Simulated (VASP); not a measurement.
Method: LDA (Ceperley-Alder, Perdew-Zunger), VASP's LDA PAW potentials (set 64) (plane waves; VASP 6.6.1).

VASP ran on this input.

### POSCAR
```
ZnS
1
    1.8714451268    -3.2414380034    -0.0000000000
    1.8714451268     3.2414380034     0.0000000000
   -0.0000000000     0.0000000000     6.1318789870
Zn S
2 2
Direct
  0.6666670000   0.3333330000   0.5000851378
  0.3333330000   0.6666670000   0.0000851378
  0.6666670000   0.3333330000   0.8749148622
  0.3333330000   0.6666670000   0.3749148622
```

**KPOINTS**
```
Automatic
0
G
6 6 4
```

INCAR:
```
SYSTEM = ZnS
PREC = Accurate
ENCUT = 400
EDIFF = 1E-6
NELM = 100
ALGO = Normal
LREAL = .FALSE.
LASPH = .TRUE.
ISMEAR = 0
SIGMA = 0.05
LMAXMIX = 4
LWAVE = .FALSE.
LCHARG = .FALSE.
IBRION = 2
ISIF = 3
NSW = 60
EDIFFG = -0.02
```

POTCAR, in this order: Zn S (LDA.64 set). Program: vasp_std.

Output

**OSZICAR**
```
       N       E                     dE             d eps       ncg     rms          rms(c)
DAV:   1     0.210315980898E+03    0.21032E+03   -0.15128E+04   924   0.169E+03
DAV:   2     0.151926405679E+01   -0.20880E+03   -0.20376E+03   974   0.339E+02
DAV:   3    -0.168623485672E+02   -0.18382E+02   -0.18276E+02  1116   0.108E+02
DAV:   4    -0.172673106466E+02   -0.40496E+00   -0.40463E+00  1074   0.166E+01
DAV:   5    -0.172750245878E+02   -0.77139E-02   -0.77134E-02  1134   0.225E+00    0.112E+01
DAV:   6    -0.164110553181E+02    0.86397E+00   -0.21003E+00  1352   0.460E+01    0.840E+00
DAV:   7    -0.164299247174E+02   -0.18869E-01   -0.21195E+00   978   0.868E+00    0.325E+00
DAV:   8    -0.163981733034E+02    0.31751E-01   -0.11505E-01  1254   0.385E+00    0.108E+00
DAV:   9    -0.163967073472E+02    0.14660E-02   -0.27466E-02  1276   0.238E+00    0.320E-01
DAV:  10    -0.163967611268E+02   -0.53780E-04   -0.84171E-04  1130   0.374E-01    0.222E-01
DAV:  11    -0.163967798689E+02   -0.18742E-04   -0.85244E-05  1168   0.116E-01    0.469E-02
DAV:  12    -0.163967779550E+02    0.19139E-05   -0.15859E-05  1044   0.267E-02    0.241E-02
DAV:  13    -0.163967780723E+02   -0.11723E-06   -0.41032E-07   594   0.561E-03
   1 F= -.16396778E+02 E0= -.16396778E+02  d E =-.163968E+02
```

### OUTCAR
```
------------------------ aborting loop because EDIFF is reached ----------------------------------------
  FORCE on cell =-STRESS in cart. coord.  units (eV):
  Direction    XX          YY          ZZ          XY          YZ          ZX
  --------------------------------------------------------------------------------------
  Total       -0.0480373     -0.0480373      0.0316470      0.0000000      0.0000000      0.0000000
  in kB       -1.0345483     -1.0345482      0.6815607      0.0000000      0.0000000      0.0000000
  external PRESSURE =      -0.4625119 kB  Pullay stress =       0.0000000 kB
  volume of cell :       74.39
      direct lattice vectors                 reciprocal lattice vectors
     1.871445127 -3.241438003  0.000000000     0.267173209 -0.154252526  0.000000000
     1.871445127  3.241438003  0.000000000     0.267173209  0.154252526  0.000000000
     0.000000000  0.000000000  6.131878987     0.000000000  0.000000000  0.163082149
  FREE ENERGIE OF THE ION-ELECTRON SYSTEM (eV)
  ---------------------------------------------------
  free  energy   TOTEN  =       -16.3967780723 eV

  energy  without entropy=      -16.3967780723  energy(sigma->0) =      -16.39677807

 reached required accuracy - stopping structural energy minimisation
```
(Selected blocks of OUTCAR.)

The compound is ZnS in the wurtzite structure, the high-temperature form. It was relaxed first, which changed the volume by -6 %. The start is the result of an earlier pass.
